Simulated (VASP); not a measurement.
# Interstitial Sc in Ge, part 4 of 4

How easily does interstitial Sc form in Ge? The host is relaxed first, then a supercell is run with and without the defect.

VASP 6.6.1, plane waves and PAW; the level of theory is named at each step.

So far. Step 4 (Reference Sc): The run ended after 6 ionic steps, 0.038 eV below its first step, once forces and stress met EDIFFG = -0.02. Step 4 (Reference Sc): Energy at zero smearing: -13.21891 eV.

### 5. Relaxing the defect

This step: PBEsol; plane waves and PAW (Ge, Sc_sv) (VASP 6.6.1).

System of this step: ScGe64. The cell holds 65 atoms: 64 Ge and 1 Sc. Cell: a = 11.418 Å, b = 11.418 Å, c = 11.418 Å, α = 90.0°, β = 90.0°, γ = 90.0°. It derives from Ge. Nearest the centre at fractional (0.250, 0.250, 0.250): Sc65 at 0.00 Å, Ge48 at 2.47 Å, Ge37 at 2.47 Å, Ge40 at 2.47 Å, Ge36 at 2.47 Å, Ge8 at 2.85 Å, Ge16 at 2.85 Å, Ge5 at 2.85 Å.

The host is treated as a metal, since its gap is under 0.3 eV or closed. The run keeps 24 symmetry operations, which cuts the number of k-points but bars distortions that break them. The atoms relax at the host's fixed cell.

Input file INCAR:

```
SYSTEM = ScGe64
PREC = Normal
ENCUT = 300
EDIFF = 1E-05
NELM = 120
ISMEAR = 1
SIGMA = 0.2
LREAL = Auto
ALGO = Fast
GGA = PS
NBANDS = 184
LASPH = .TRUE.
LORBIT = 11
LWAVE = .FALSE.
LCHARG = .TRUE.
KPAR = 4
NCORE = 2
IBRION = 2
NSW = 50
ISIF = 2
EDIFFG = -0.03
POTIM = 0.4
MAXMIX = 40
ISYM = 2
```

Input file POSCAR:

```
ScGe64
1.0
   11.4176233712      0.0000000000      0.0000000000
    0.0000000000     11.4176233712      0.0000000000
    0.0000000000      0.0000000000     11.4176233712
Ge Sc
64 1
Direct
    0.5000000000      0.0000000000      0.0000000000
    0.7500000000      0.2500000000      0.0000000000
    0.7500000000      0.0000000000      0.2500000000
    0.0000000000      0.0000000000      0.0000000000
    0.2500000000      0.2500000000      0.0000000000
    0.5000000000      0.5000000000      0.0000000000
    0.7500000000      0.7500000000      0.0000000000
    0.2500000000      0.0000000000      0.2500000000
    0.5000000000      0.2500000000      0.2500000000
    0.7500000000      0.5000000000      0.2500000000
    0.5000000000      0.0000000000      0.5000000000
    0.7500000000      0.2500000000      0.5000000000
    0.7500000000      0.0000000000      0.7500000000
    0.0000000000      0.5000000000      0.0000000000
    0.2500000000      0.7500000000      0.0000000000
    0.0000000000      0.2500000000      0.2500000000
    0.2500000000      0.5000000000      0.2500000000
    0.5000000000      0.7500000000      0.2500000000
    0.0000000000      0.0000000000      0.5000000000
    0.2500000000      0.2500000000      0.5000000000
    0.5000000000      0.5000000000      0.5000000000
    0.7500000000      0.7500000000      0.5000000000
    0.2500000000      0.0000000000      0.7500000000
    0.5000000000      0.2500000000      0.7500000000
    0.7500000000      0.5000000000      0.7500000000
    0.0000000000      0.7500000000      0.2500000000
    0.0000000000      0.5000000000      0.5000000000
    0.2500000000      0.7500000000      0.5000000000
    0.0000000000      0.2500000000      0.7500000000
    0.2500000000      0.5000000000      0.7500000000
    0.5000000000      0.7500000000      0.7500000000
    0.0000000000      0.7500000000      0.7500000000
    0.6250000000      0.1250000000      0.1250000000
    0.8750000000      0.3750000000      0.1250000000
    0.8750000000      0.1250000000      0.3750000000
    0.1250000000      0.1250000000      0.1250000000
    0.3750000000      0.3750000000      0.1250000000
    0.6250000000      0.6250000000      0.1250000000
    0.8750000000      0.8750000000      0.1250000000
    0.3750000000      0.1250000000      0.3750000000
    0.6250000000      0.3750000000      0.3750000000
    0.8750000000      0.6250000000      0.3750000000
    0.6250000000      0.1250000000      0.6250000000
    0.8750000000      0.3750000000      0.6250000000
    0.8750000000      0.1250000000      0.8750000000
    0.1250000000      0.6250000000      0.1250000000
    0.3750000000      0.8750000000      0.1250000000
    0.1250000000      0.3750000000      0.3750000000
    0.3750000000      0.6250000000      0.3750000000
    0.6250000000      0.8750000000      0.3750000000
    0.1250000000      0.1250000000      0.6250000000
    0.3750000000      0.3750000000      0.6250000000
    0.6250000000      0.6250000000      0.6250000000
    0.8750000000      0.8750000000      0.6250000000
    0.3750000000      0.1250000000      0.8750000000
    0.6250000000      0.3750000000      0.8750000000
    0.8750000000      0.6250000000      0.8750000000
    0.1250000000      0.8750000000      0.3750000000
    0.1250000000      0.6250000000      0.6250000000
    0.3750000000      0.8750000000      0.6250000000
    0.1250000000      0.3750000000      0.8750000000
    0.3750000000      0.6250000000      0.8750000000
    0.6250000000      0.8750000000      0.8750000000
    0.1250000000      0.8750000000      0.8750000000
    0.2500000000      0.2500000000      0.2500000000
```

Input file KPOINTS:

```
Automatic mesh
0
Monkhorst-Pack
2 2 2
0 0 0
```

PAW data sets: Ge and Sc_sv (PBE family, release 64).

Command:

```bash
> mpirun -np 8 vasp_std
```

The program printed:

```text
[banner, memory and clock lines left out]
running    8 mpi-ranks, on    1 nodes
 distrk:  each k-point on    2 cores,    4 groups
 distr:  one band on    2 cores,    1 groups

 POSCAR found type information on POSCAR GeSc
 POSCAR found :  2 types and      65 ions
 [... a notice as in an earlier step ...]

 LDA part: xc-table for (Slater+PW92), standard interpolation
 POSCAR, INCAR and KPOINTS ok, starting setup
 FFT: planning ... GRIDC
 FFT: planning ... GRID_SOFT
 FFT: planning ... GRID
 WAVECAR not read
 entering main loop
       N       E                     dE             d eps       ncg     rms          rms(c)
DAV:   1     0.773476100422E+03    0.77348E+03   -0.71644E+04   384   0.765E+02
DAV:   2    -0.232048166746E+03   -0.10055E+04   -0.95045E+03   440   0.157E+02
DAV:   3    -0.320019119780E+03   -0.87971E+02   -0.85840E+02   512   0.567E+01
DAV:   4    -0.322817960967E+03   -0.27988E+01   -0.27575E+01   504   0.110E+01
DAV:   5    -0.322958232591E+03   -0.14027E+00   -0.13987E+00   536   0.234E+00    0.205E+01
RMM:   6    -0.319720996663E+03    0.32372E+01   -0.25248E+00   429   0.444E+00    0.111E+01
RMM:   7    -0.318364299777E+03    0.13567E+01   -0.33803E+00   387   0.281E+00    0.271E+00
RMM:   8    -0.318355777272E+03    0.85225E-02   -0.10743E+00   483   0.192E+00    0.143E+00
RMM:   9    -0.318317545181E+03    0.38232E-01   -0.13282E-01   407   0.127E+00    0.852E-01
RMM:  10    -0.318325953175E+03   -0.84080E-02   -0.44809E-02   464   0.473E-01    0.444E-01
RMM:  11    -0.318322544952E+03    0.34082E-02   -0.22205E-02   454   0.351E-01    0.104E-01
RMM:  12    -0.318322788857E+03   -0.24390E-03   -0.20670E-03   454   0.118E-01    0.639E-02
RMM:  13    -0.318322808894E+03   -0.20037E-04   -0.56841E-04   418   0.398E-02    0.251E-02
RMM:  14    -0.318322795892E+03    0.13002E-04   -0.12610E-04   333   0.311E-02    0.168E-02
RMM:  15    -0.318322802335E+03   -0.64422E-05   -0.41561E-05   268   0.134E-02
   1 F= -.31832280E+03 E0= -.31831502E+03  d E =-.318323E+03
 curvature:   0.00 expect dE= 0.000E+00 dE for cont linesearch  0.000E+00
 trial: gam= 0.00000 g(F)=  0.687E+00 g(S)=  0.000E+00 ort = 0.000E+00 (trialstep = 0.100E+01)
 search vector abs. value=  0.687E+00
 bond charge predicted
       N       E                     dE             d eps       ncg     rms          rms(c)
DAV:   1    -0.318779389237E+03   -0.45659E+00   -0.69802E+00   432   0.459E+00    0.161E+00
RMM:   2    -0.318781403238E+03   -0.20140E-02   -0.72111E-01   438   0.235E+00    0.898E-01
RMM:   3    -0.318788049020E+03   -0.66458E-02   -0.15523E-01   463   0.928E-01    0.164E-01
RMM:   4    -0.318789511703E+03   -0.14627E-02   -0.20629E-02   470   0.281E-01    0.175E-01
RMM:   5    -0.318789205587E+03    0.30612E-03   -0.27974E-03   472   0.113E-01    0.103E-01
RMM:   6    -0.318789266192E+03   -0.60604E-04   -0.60458E-04   439   0.405E-02    0.258E-02
RMM:   7    -0.318789253511E+03    0.12680E-04   -0.16565E-04   342   0.302E-02    0.809E-03
RMM:   8    -0.318789256862E+03   -0.33507E-05   -0.49320E-05   274   0.126E-02
   2 F= -.31878926E+03 E0= -.31877579E+03  d E =-.466455E+00
[... from here on, the cycles between the ionic steps are left out ...]
   3 F= -.31885754E+03 E0= -.31884154E+03  d E =-.534739E+00
   4 F= -.31886138E+03 E0= -.31884573E+03  d E =-.538582E+00
   5 F= -.31899128E+03 E0= -.31897563E+03  d E =-.129893E+00
   6 F= -.31905637E+03 E0= -.31904078E+03  d E =-.194986E+00
   7 F= -.31905871E+03 E0= -.31904312E+03  d E =-.197323E+00
   8 F= -.31908890E+03 E0= -.31907328E+03  d E =-.301909E-01
   9 F= -.31909155E+03 E0= -.31907597E+03  d E =-.328410E-01
  10 F= -.31909161E+03 E0= -.31907602E+03  d E =-.329012E-01
  11 F= -.31909469E+03 E0= -.31907923E+03  d E =-.308226E-02
  12 F= -.31909518E+03 E0= -.31907982E+03  d E =-.357117E-02
 curvature:  -1.32 expect dE=-0.212E-02 dE for cont linesearch -0.654E-05
 trial: gam= 0.62377 g(F)=  0.161E-02 g(S)=  0.000E+00 ort =-0.124E-03 (trialstep = 0.173E+01)
 search vector abs. value=  0.265E-02
 bond charge predicted
       N       E                     dE             d eps       ncg     rms          rms(c)
DAV:   1    -0.319096477375E+03   -0.13004E-02   -0.67487E-02   392   0.443E-01    0.881E-02
RMM:   2    -0.319097026748E+03   -0.54937E-03   -0.51305E-03   453   0.169E-01    0.221E-01
RMM:   3    -0.319096999207E+03    0.27541E-04   -0.12239E-03   426   0.666E-02    0.575E-02
RMM:   4    -0.319096973006E+03    0.26201E-04   -0.77115E-04   434   0.615E-02    0.344E-02
RMM:   5    -0.319096952967E+03    0.20039E-04   -0.81295E-05   342   0.327E-02    0.452E-02
RMM:   6    -0.319096941428E+03    0.11539E-04   -0.49833E-05   299   0.184E-02    0.263E-02
RMM:   7    -0.319096941237E+03    0.19148E-06   -0.12618E-05   243   0.125E-02
  13 F= -.31909694E+03 E0= -.31908172E+03  d E =-.176106E-02
 trial-energy change:   -0.001761  1 .order   -0.001762   -0.002645   -0.000880
 step:   2.5895(harm=  2.5895)  dis= 0.00726  next Energy=  -319.097162 (dE=-0.198E-02)
 reached required accuracy - stopping structural energy minimisation
```

Elapsed: 7.1 min, on 8 MPI ranks of AMD EPYC 7R43, shared host; peak memory 2.3 GiB.

From OUTCAR (step 5):

```text
   k-points           NKPTS =      1   k-points in BZ     NKDIM =      1   number of bands    NBANDS=    184

   NELECT =     267.0000    total number of electrons

 E-fermi :   3.9241

 k-point     1 :       0.2500    0.2500    0.2500
  band No.  band energies     occupation
    ...
    130       2.6150      2.00000
    131       3.1070      2.00000
    132       3.1070      2.00000
    133       3.6138      2.05061
    134       3.9720      0.60718
    135       4.0397      0.18006
    136       4.0397      0.18006
    137       4.3504     -0.01023
    138       4.4015     -0.00378
    139       4.4015     -0.00378
    ...

  Total        9.8792934      9.8792934      9.8792934     -0.0000000     -0.0000000      0.0000000
  in kB       10.6343102     10.6343102     10.6343102     -0.0000000     -0.0000000      0.0000000
  external PRESSURE =      10.6343102 kB  Pullay stress =       0.0000000 kB

 POSITION                                       TOTAL-FORCE (eV/Angst)
 -----------------------------------------------------------------------------------
      5.71379     11.41264     11.41264         0.001904     -0.001904     -0.001904
      8.56322      2.85441     11.41611         0.000000      0.000000      0.025959
      8.56322     11.41611      2.85441         0.000000      0.025959      0.000000
     11.34476     11.34476     11.34476        -0.016266     -0.016266     -0.016266
      2.85441      2.85441     11.34573        -0.000000      0.000000     -0.000261
      5.78167      5.78167     11.34476         0.016266      0.016266     -0.016266
      8.56322      8.56322     11.41048         0.000000      0.000000     -0.016821
      2.85441     11.34573      2.85441         0.000000     -0.000261      0.000000
      5.78070      2.85441      2.85441         0.000261      0.000000      0.000000
      8.56322      5.71032      2.85441        -0.000000     -0.025959      0.000000
      5.78167     11.34476      5.78167         0.016266     -0.016266      0.016266
      8.56322      2.85441      5.71032         0.000000      0.000000     -0.025959
      8.56322     11.41048      8.56322         0.000000     -0.016821      0.000000
     11.41264      5.71379     11.41264        -0.001904      0.001904     -0.001904
      2.85441      8.56322     11.41611         0.000000      0.000000      0.025959
     11.34573      2.85441      2.85441        -0.000261      0.000000      0.000000
      2.85441      5.78070      2.85441         0.000000      0.000261      0.000000
      5.71032      8.56322      2.85441        -0.025959      0.000000      0.000000
     11.41264     11.41264      5.71379        -0.001904     -0.001904      0.001904
      2.85441      2.85441      5.78070         0.000000      0.000000      0.000261
      5.71379      5.71379      5.71379         0.001904      0.001904      0.001904
      8.56322      8.56322      5.71595         0.000000      0.000000      0.016821
      2.85441     11.41611      8.56322         0.000000      0.025959      0.000000
      5.71032      2.85441      8.56322        -0.025959      0.000000      0.000000
[...]
-----------------------------------------------------------------------------------
    total drift:                               -0.000003     -0.000003     -0.000000

  FREE ENERGIE OF THE ION-ELECTRON SYSTEM (eV)
  ---------------------------------------------------
  free  energy   TOTEN  =      -319.0969412368 eV

  energy  without entropy=     -319.0512654546  energy(sigma->0) =     -319.08171598

[... 6 parts as in an earlier step ...]

[... 6 further parts left out ...]
```

This run has no spin polarisation. Its electron count is odd, so without a moment it is a metal by construction.

The steps of the relaxation:

| step | energy less that of the first step (eV) | largest force (eV/Å) |
| --- | --- | --- |
| 1 | 0.0000 | 1.8012 |
| 2 | -0.4665 | 0.5829 |
| 3 | -0.5347 | 0.9305 |
| 4 | -0.5386 | 0.8649 |
| 5 | -0.6685 | 0.4878 |
| 6 | -0.7336 | 0.2171 |
| 7 | -0.7359 | 0.1900 |
| 8 | -0.7661 | 0.0644 |
| 9 | -0.7687 | 0.0427 |
| 10 | -0.7688 | 0.0457 |
| 11 | -0.7719 | 0.0543 |
| 12 | -0.7724 | 0.0465 |
| 13 | -0.7741 | 0.0282 |

The atoms that moved most (Å):

| atom | dx | dy | dz | length |
| --- | --- | --- | --- | --- |
| Ge37 | 0.085 | 0.085 | -0.085 | 0.147 |
| Ge48 | -0.085 | 0.085 | 0.085 | 0.147 |
| Ge40 | 0.085 | -0.085 | 0.085 | 0.147 |
| Ge36 | -0.085 | -0.085 | -0.085 | 0.147 |
| Ge4 | -0.073 | -0.073 | -0.073 | 0.126 |
| Ge6 | 0.073 | 0.073 | -0.073 | 0.126 |
| Ge11 | 0.073 | -0.073 | 0.073 | 0.126 |
| Ge27 | -0.073 | 0.073 | 0.073 | 0.126 |

This step gave:

| Property | Result |
| --- | --- |
| electronic cycles | 101 |
| electrons | 267 |
| free energy (TOTEN) | -319.0969 eV |
| energy at zero smearing | -319.0817 eV |
| Fermi energy | 3.924 eV |

Valence density in the ac plane at fractional y = 0.250, through the centre, with atoms of Ge and Sc within 0.45 Å of it. It is the smooth field of the valence electrons, not physical close to the nuclei.

Values in e/Å³, 13 rows by 16 columns, each cell a mean:
```
0.0 0.1 0.2 0.3 0.3 0.3 0.1 0.0 0.0 0.1 0.2 0.3 0.3 0.3 0.1 0.0
0.2 0.1 0.1 0.2 0.2 0.1 0.1 0.2 0.2 0.1 0.1 0.1 0.1 0.1 0.1 0.2
0.3 0.3 0.1 0.0 0.0 0.1 0.2 0.3 0.3 0.3 0.1 0.0 0.0 0.1 0.2 0.3
0.2 0.3 0.1 0.0 0.0 0.1 0.2 0.3 0.2 0.3 0.1 0.0 0.0 0.1 0.2 0.3
0.2 0.2 0.1 0.1 0.1 0.1 0.1 0.2 0.2 0.2 0.1 0.1 0.1 0.1 0.2 0.2
0.0 0.1 0.2 0.3 0.3 0.3 0.1 0.0 0.0 0.1 0.2 0.3 0.3 0.3 0.1 0.1
0.0 0.1 0.2 0.3 0.2 0.3 0.1 0.0 0.0 0.1 0.2 0.3 0.2 0.3 0.1 0.0
0.1 0.1 0.2 0.3 0.3 0.2 0.1 0.1 0.1 0.1 0.2 0.3 0.3 0.2 0.1 0.1
0.3 0.2 0.2 0.5 0.7 0.2 0.2 0.3 0.3 0.2 0.1 0.1 0.1 0.1 0.2 0.3
0.2 0.3 0.3 3.7 6.2 0.8 0.2 0.3 0.1 0.3 0.1 0.0 0.0 0.1 0.2 0.2
0.3 0.2 0.2 0.8 1.4 0.3 0.2 0.3 0.3 0.3 0.1 0.1 0.0 0.1 0.2 0.3
0.1 0.1 0.2 0.2 0.3 0.2 0.1 0.1 0.1 0.1 0.2 0.2 0.2 0.2 0.1 0.1
0.0 0.1 0.2 0.3 0.2 0.3 0.1 0.0 0.0 0.1 0.2 0.3 0.2 0.3 0.1 0.0
```
Columns run along a (11.4 Å), rows up along c (11.4 Å). Atoms in or near the plane, at fractional coordinates: Ge at (0.75, 0.00), Ge at (0.25, 0.99), Ge at (0.51, 0.25), Ge at (0.75, 0.50), Ge at (0.99, 0.25), Ge at (0.25, 0.51), Ge at (0.50, 0.75), Ge at (0.00, 0.75), Sc at (0.25, 0.25).

The run ended after 13 ionic steps, 0.774 eV below its first step, once the forces on the free atoms met EDIFFG = -0.03.

Sc hardly moves from its start, within the 24 symmetry operations kept, and its nearest atoms are 10 Ge at 2.62 to 2.93 Å.

### 6. Formation energies

This step: point defect, PBEsol; plane waves and PAW (VASP 6.6.1).

No new run; the numbers come from the runs before.

Numbers from this step:

| Property | Result |
| --- | --- |
| formation energy of the neutral defect | 0.4373 eV |

Formation energy:

| formation energy (eV) | largest move (Å) |
| --- | --- |
| 0.4373 | 0.1472 |

The formation energy is the energy of the relaxed defect cell less that of the perfect cell, with each removed atom booked to its reference and each added atom taken from it.

References, in eV an atom: Sc -6.609 (crystal P6_3/mmc) and Ge -4.889 (the host). They were run at the supercell's cutoff and functional, without U, and count both elements from their own phases.

### 7. Results

| Quantity | Value |
| --- | --- |
| formation energy at charge 0 | 0.437 eV |

Interstitial Sc costs 0.44 eV at the one site run, which need not be the lowest, with every exchanged atom at the energy of its element. Sc hardly moves from its start, within the 24 symmetry operations kept, and its nearest atoms are 10 Ge at 2.62 to 2.93 Å. LASPH is on in the defect cell and off in the perfect cell, a small mismatch for a host without d or f electrons. With metallic smearing the value can move by tenths of an eV with the k mesh. The supercell of 64 atoms is small, so interactions between images remain.

[Lines on the potential files, build, host, timing and source positions are cut from VASP's logs without a mark.]

[Logs are printed without paths, hosts, clocks, repeated set-up lines and the standing remarks that a program may print on its own settings, such as how far it seeks lower states.]

[Hosts, paths, dates, database ids (printed as entryN), source tags and the programs' standing remarks are cut or masked in the printed files.]

[In band tables of VASP the shares of atoms and orbitals are scaled to a sum of 1 inside the atoms' spheres.]

[Runs that stopped without an error message from VASP are left out.]
